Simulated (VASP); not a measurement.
```xyz
1
Lattice="-1.6175 1.6175 1.6175 1.6175 -1.6175 1.6175 1.6175 1.6175 -1.6175" Properties=species:S:1:pos:R:3 pbc="T T T"
W      0.0000     0.0000     0.0000
```

Method: rev-vdW-DF2, VASP's PBE PAW potentials (set 64) (plane waves; VASP 6.6.1). Numerical set-up: 520 eV cut-off, 16×16×16 Γ-centred mesh, first-order Methfessel-Paxton smearing of 0.10 eV, potentials W_sv.

Q: Give the stress tensor in GPa (positive for a compressed cell).

A: 
```
-16.62    0.00    0.00
  0.00  -16.62    0.00
  0.00    0.00  -16.62
```
The pressure is its mean diagonal, -16.62 GPa.

The compound is W in the bcc structure. This cell is one point of a volume scan, at 1.06 of the reference volume.
